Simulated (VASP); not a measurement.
# TlNiF4 (P4/mmm) in VASP: single point with PBE

Aim: the single point of TlNiF4 with PBE.

All numbers are computed with VASP 6.6.1; they aren't measurements. Logs are shortened: lines on timing, memory, paths and dates and some standing lists are left out, and cuts for length are marked.

## Step 1: The crystal as given

Symmetry: P4/mmm, No. 123, tetragonal system. The conventional cell has a = 3.590 Å, b = 3.590 Å, c = 6.310 Å, α = 90.00°, β = 90.00°, γ = 90.00°. Around Tl (site symmetry 4/mmm) lie 8 F at 2.91 Å. Ni (site symmetry 4/mmm) is surrounded by 6 F at 1.73 to 1.80 Å. F (site symmetry mmm) is surrounded by 2 Ni at 1.80 Å. F (site symmetry 4mm) has 1 Ni at 1.73 Å as nearest neighbours.

The cell was built by a generator and needn't be a form met in nature.

## Step 2: Single point, PBE

File INCAR:

```
SYSTEM = TlNiF4
ALGO = Fast ; EDIFF = 1E-6
ENCUT = 520 ; GGA = PE
ISIF = 2 ; ISMEAR = -1
LASPH = .True. ; LCHARG = .False.
LREAL = .False. ; LWAVE = .False.
NBANDS = 34 ; NELM = 100
PREC = Accurate ; SIGMA = 0.1
```

File KPOINTS:

```
k-points
0
Gamma
  9 9 6
  0 0 0
```

File POSCAR:

```
TlNiF4
1.0
    3.5903086600      0.0000000000      0.0000000000
    0.0000000000      3.5903086600      0.0000000000
    0.0000000000      0.0000000000      6.3101947800
Tl Ni F
1 1 4
Direct
    0.5000000000      0.5000000000      0.5000000000
    0.0000000000      0.0000000000      0.0000000000
    0.5000000000      0.0000000000      0.0000000000
    0.0000000000      0.5000000000      0.0000000000
    0.0000000000      0.0000000000      0.2737000000
    0.0000000000      0.0000000000      0.7263000000
```

Potentials or basis: VASP PAW PBE potentials, release 64 (Tl_d, Ni, F).

Command:

```
cat potpaw_PBE.64/Tl_d/POTCAR potpaw_PBE.64/Ni/POTCAR potpaw_PBE.64/F/POTCAR > POTCAR
mpirun -np 1 vasp_std > vasp.out
```

OUTCAR:

```text
SYSTEM = TlNiF4
   EDIFF = 1E-6
   ENCUT = 520
   GGA = PE
   ISIF = 2
   ISMEAR = -1
   LASPH = .True.
   LREAL = .False.
   NELM = 100
   PREC = Accurate

 ion  position               nearest neighbor table
   1  0.500  0.500  0.500-   5 2.91   6 2.91   5 2.91   6 2.91   5 2.91   6 2.91   5 2.91   6 2.91

   2  0.000  0.000  0.000-   5 1.73   6 1.73   3 1.80   4 1.80   4 1.80   3 1.80
   3  0.500  0.000  0.000-   2 1.80   2 1.80
   4  0.000  0.500  0.000-   2 1.80   2 1.80
   5  0.000  0.000  0.274-   2 1.73   1 2.91   1 2.91   1 2.91   1 2.91
   6  0.000  0.000  0.726-   2 1.73   1 2.91   1 2.91   1 2.91   1 2.91

  LATTYP: Found a simple tetragonal cell.
 ALAT       =     3.5903086600
 C/A-ratio  =     1.7575633121

  Lattice vectors:

 A1 = (   3.5903086600,   0.0000000000,   0.0000000000)
 A2 = (   0.0000000000,   3.5903086600,   0.0000000000)
 A3 = (   0.0000000000,   0.0000000000,   6.3101947800)

Analysis of symmetry for initial positions (statically):
=====================================================================
 Subroutine PRICEL returns:
 Original cell was already a primitive cell.

 Routine SETGRP: Setting up the symmetry group for a
 simple tetragonal supercell.

 Subroutine GETGRP returns: Found 16 space group operations
 (whereof 16 operations were pure point group operations)
 out of a pool of 16 trial point group operations.

The static configuration has the point symmetry D_4h.

Analysis of symmetry for dynamics (positions and initial velocities):
=====================================================================
 Subroutine PRICEL returns:
 Original cell was already a primitive cell.

 Routine SETGRP: Setting up the symmetry group for a
 simple tetragonal supercell.

 Subroutine GETGRP returns: Found 16 space group operations
 (whereof 16 operations were pure point group operations)
 out of a pool of 16 trial point group operations.

The dynamic configuration has the point symmetry D_4h.

 Subroutine INISYM returns: Found 16 space group operations
 (whereof 16 operations are pure point group operations),
 and found     1 'primitive' translations

----------------------------------------------------------------------------------------

                                     Primitive cell

  volume of cell :      81.3404

  direct lattice vectors                    reciprocal lattice vectors
     3.590308660  0.000000000  0.000000000     0.278527585  0.000000000  0.000000000
     0.000000000  3.590308660  0.000000000     0.000000000  0.278527585  0.000000000
     0.000000000  0.000000000  6.310194780     0.000000000  0.000000000  0.158473714

  length of vectors
     3.590308660  3.590308660  6.310194780     0.278527585  0.278527585  0.158473714

  position of ions in fractional coordinates (direct lattice)
     0.500000000  0.500000000  0.500000000
     0.000000000  0.000000000  0.000000000
     0.500000000  0.000000000  0.000000000
     0.000000000  0.500000000  0.000000000
     0.000000000  0.000000000  0.273700000
     0.000000000  0.000000000  0.726300000

  ion indices of the primitive-cell ions
   primitive index   ion index
                 1           1
                 2           2
                 3           3
                 4           4
                 5           5
                 6           6

----------------------------------------------------------------------------------------

 KPOINTS: k-points

Automatic generation of k-mesh.
 Grid dimensions read from file:
 generate k-points for:    9    9    6

 Generating k-lattice:

  Cartesian coordinates                     Fractional coordinates (reciprocal lattice)
     0.030947509  0.000000000  0.000000000     0.111111111  0.000000000  0.000000000
     0.000000000  0.030947509  0.000000000     0.000000000  0.111111111  0.000000000
     0.000000000  0.000000000  0.026412286     0.000000000  0.000000000  0.166666667

  Length of vectors
     0.030947509  0.030947509  0.026412286

  Shift w.r.t. Gamma in fractional coordinates (k-lattice)
     0.000000000  0.000000000  0.000000000

 Subroutine IBZKPT returns following result:
 ===========================================

 Found     60 irreducible k-points:

 Following reciprocal coordinates:
            Coordinates               Weight
  0.000000  0.000000  0.000000      1.000000
  0.111111  0.000000  0.000000      4.000000
  0.222222  0.000000  0.000000      4.000000
  0.333333  0.000000  0.000000      4.000000
  0.444444  0.000000  0.000000      4.000000
  0.111111  0.111111  0.000000      4.000000
[... 16 lines left out ...]
  0.333333  0.111111  0.166667     16.000000
  0.444444  0.111111  0.166667     16.000000
 [... further k-points ...]
   k-points           NKPTS =     60   k-points in BZ     NKDIM =     60   number of bands    NBANDS=     34
   number of dos      NEDOS =    301   number of ions     NIONS =      6
   total plane-waves  NPLWV =  37632
   dimension x,y,z NGX =    28 NGY =   28 NGZ =   48
   dimension x,y,z NGXF=    56 NGYF=   56 NGZF=   96
   ions per type =               1   1   4
   NGX,Y,Z   is equivalent  to a cutoff of  12.97, 12.97, 12.65 a.u.
   NGXF,Y,Z  is equivalent  to a cutoff of  25.93, 25.93, 25.29 a.u.
 SYSTEM =  TlNiF4
   PREC   = accura    normal or accurate (medium, high low for compatibility)
   ISTART =      0    job   : 0-new  1-cont  2-samecut
   ICHARG =      2    charge: 1-file 2-atom 10-const
   ISPIN  =      1    spin polarized calculation?
   LNONCOLLINEAR =      F non collinear calculations
   LSORBIT =      F    spin-orbit coupling
   LASPH  =      T    aspherical Exc in radial PAW
   ENCUT  =  520.0 eV  38.22 Ry    6.18 a.u.   6.68  6.68 11.73*2*pi/ulx,y,z
   NELM   =    100;   NELMIN=  2; NELMDL= -5     # of ELM steps
   EDIFF  = 0.1E-05   stopping-criterion for ELM
   LREAL  =      F    real-space projection
   EDIFFG = 0.1E-04   stopping-criterion for IOM
   NSW    =      0    number of steps for IOM
   IBRION =     -1    ionic relax: 0-MD 1-quasi-New 2-CG
   NFREE  =      0    steps in history (QN), initial steepest desc. (CG)
   ISIF   =      2    stress and relaxation
   ISYM   =      2    0-nonsym 1-usesym 2-fastsym
   POTIM  = 0.5000    time-step for ionic-motion
   TEBEG  =    0.0;   TEEND  =   0.0 temperature during run
   PSTRESS=    0.0 pullay stress
   NELECT =      51.0000    total number of electrons
   NUPDOWN=      -1.0000    fix difference up-down
   EMIN   =  10.00;   EMAX   =-10.00  energy-range for DOS
   EFERMI =   0.00;   METHOD = LEGACY
   ISMEAR =    -1;   SIGMA  =   0.10  broadening in eV -4-tet -1-fermi 0-gaus
   EFERMI_NEDOS =   21; number of points for ismear=-14 and -15
   IALGO  =     68    algorithm
   IMIX   =      4    mixing-type and parameters
     AMIX     =   0.40;   BMIX     =  1.00
     AMIX_MAG =   1.60;   BMIX_MAG =  1.00
  volume/ion in A,a.u.               =      13.56        91.49
  Fermi-wavevector in a.u.,A,eV,Ry     =   1.401187  2.647860 26.712660  1.963325
  Thomas-Fermi vector in A             =   2.524073
   LORBIT       =      0    0 simple, 1 ext, 2 COOP (PROOUT), +10 PAW based schemes
   GGA     = PE    functional components
   LHFCALC =     F    Hartree Fock is set to
   AEXX    =    0.0000 exact exchange contribution
   IVDW    =     0    specifies the selected vdW correction
   LEPSILON=     F    determine dielectric tensor
   LRPA    =     F    only Hartree local field effects (RPA)
 non-spin polarized calculation
 RMM-DIIS sequential band-by-band and
  energy-cutoff  :      520.00
  volume of cell :       81.34
 maximum number of plane-waves:      2219
 NGX is ok and might be reduce to    28
   NGX = 13   NGY = 13   NGZ = 23

 number of electron      51.0000037 magnetization

 Free energy of the ion-electron system (eV)
  ---------------------------------------------------
  ext. energy  EPLUGINS =         0.00000000
  ---------------------------------------------------
  free energy    TOTEN  =       -24.41366108 eV

  energy without entropy =      -24.38015468  energy(sigma->0) =      -24.39690788

 E-fermi :   2.7034     XC(G=0): -10.0289

 val. band max:        2.6536816783   @ k =   0.4444   0.1111   0.5000
 cond. band min:       2.8616459728   @ k =   0.0000   0.0000   0.0000
 fundamental gap:      0.2079642946
 Fermi energy:         2.7033843052

 k-point     1 :       0.0000    0.0000    0.0000
  band No.  band energies     occupation
      1     -21.2050      2.00000
      2     -20.1045      2.00000
      3     -19.9326      2.00000
      4     -19.8830      2.00000
      5      -7.4621      2.00000
      6      -7.3012      2.00000
[... 26 lines left out ...]
     33      15.4343      0.00000
     34      16.9864      0.00000

 k-point     2 :       0.1111    0.0000    0.0000
  band No.  band energies     occupation
      1     -21.1636      2.00000
      2     -20.1150      2.00000
      3     -19.9334      2.00000
      4     -19.8799      2.00000
      5      -7.4384      2.00000
      6      -7.2808      2.00000
[... 26 lines left out ...]
     33      15.9209      0.00000
     34      16.8023      0.00000

 k-point     3 :       0.2222    0.0000    0.0000
  band No.  band energies     occupation
      1     -21.0506      2.00000
      2     -20.1500      2.00000
      3     -19.9343      2.00000
      4     -19.8722      2.00000
      5      -7.3970      2.00000
      6      -7.2122      2.00000
[... 26 lines left out ...]
     33      16.0009      0.00000
     34      16.7157      0.00000
[... 704 lines left out ...]
 k-point    23 :       0.3333    0.1111    0.1667
  band No.  band energies     occupation
      1     -20.8555      2.00000
      2     -20.2106      2.00000
      3     -19.9424      2.00000
      4     -19.8633      2.00000
      5      -7.3268      2.00000
      6      -7.1763      2.00000
[... 26 lines left out ...]
     33      16.5640      0.00000
     34      16.8262      0.00000

 k-point    24 :       0.4444    0.1111    0.1667
  band No.  band energies     occupation
      1     -20.7308      2.00000
      2     -20.2744      2.00000
      3     -19.9411      2.00000
      4     -19.8595      2.00000
      5      -7.3139      2.00000
      6      -7.2037      2.00000
[... 26 lines left out ...]
     33      15.8999      0.00000
     34      16.9053      0.00000

 [... further k-points ...]

------------------------ aborting loop because EDIFF is reached ----------------------------------------

  FORCE on cell =-STRESS in cart. coord.  units (eV):
  Direction    XX          YY          ZZ          XY          YZ          ZX
  --------------------------------------------------------------------------------------
  -------------------------------------------------------------------------------------
  Total        8.3055892      8.3055892      8.6721796      0.0000000      0.0000000     -0.0000000
  in kB      163.5967582    163.5967582    170.8175565      0.0000000      0.0000000     -0.0000000
  external PRESSURE =     166.0036910 kB  Pullay stress =       0.0000000 kB

 VOLUME and BASIS-vectors are now :
 -----------------------------------------------------------------------------
  energy-cutoff  :      520.00
  volume of cell :       81.34
      direct lattice vectors                 reciprocal lattice vectors
     3.590308660  0.000000000  0.000000000     0.278527585  0.000000000  0.000000000
     0.000000000  3.590308660  0.000000000     0.000000000  0.278527585  0.000000000
     0.000000000  0.000000000  6.310194780     0.000000000  0.000000000  0.158473714

 POSITION                                       TOTAL-FORCE (eV/Angst)
 -----------------------------------------------------------------------------------
      1.79515      1.79515      3.15510         0.000000      0.000000      0.000000
      0.00000      0.00000      0.00000         0.000000      0.000000      0.000000
      1.79515      0.00000      0.00000         0.000000      0.000000      0.000000
      0.00000      1.79515      0.00000         0.000000      0.000000      0.000000
      0.00000      0.00000      1.72710         0.000000     -0.000000      2.491362
      0.00000      0.00000      4.58309        -0.000000     -0.000000     -2.491362
 -----------------------------------------------------------------------------------
    total drift:                                0.000000      0.000000     -0.000000

  FREE ENERGIE OF THE ION-ELECTRON SYSTEM (eV)
  ---------------------------------------------------
  free  energy   TOTEN  =       -24.4136610799 eV

  energy  without entropy=      -24.3801546775  energy(sigma->0) =      -24.39690788
```

Run time: 2.2 min. Hardware: 1 thread of AMD EPYC 7R13 (Zen 3), shared host; peak memory 0.26 GiB.

What came out:

| Quantity | Value |
| --- | --- |
| Free energy | -24.4137 eV |
| Pressure | 16.6 GPa |
| Largest force | 2.491 eV/Å |
| Band gap on the k mesh | none (metal or under the smearing width) |

Forces on the atoms (eV/Å):
```
Tl   0.000  0.000  0.000
Ni   0.000  0.000  0.000
F    0.000  0.000  0.000
F    0.000  0.000  0.000
F    0.000  0.000  2.491
F    0.000  0.000 -2.491
```

Stress tensor (GPa, compression positive):
```
16.36  0.00  0.00
 0.00 16.36  0.00
 0.00  0.00 17.08
```

Levels at points of the mesh, in eV from the Fermi level:
| k point | band 22 | band 23 | band 24 | band 25 | band 26 | band 27 | band 28 | band 29 | band 30 | band 31 |
| --- | --- | --- | --- | --- | --- | --- | --- | --- | --- | --- |
| (0.00, 0.00, 0.00) | -3.19 | -2.08 | -1.18 | -1.18 | -1.18 | 0.16 | 4.23 | 8.47 | 8.69 | 8.69 |
| (0.00, 0.00, 0.50) | -2.38 | -2.08 | -1.30 | -1.30 | -1.18 | 0.25 | 3.33 | 8.69 | 8.69 | 10.79 |

Caveat: so large a pressure means that the cell lies far from this level's equilibrium, or that cutoff or potentials fall short; an odd number of electrons without spin polarisation forces a metal; a magnetic or distorted state may lie lower; the run has no spin polarisation, though such a crystal can be magnetic; semilocal functionals often make such compounds metallic where correlation or magnetic order opens a gap, which also shifts bond lengths. The run has no spin-orbit coupling, so splittings on Tl are missing.
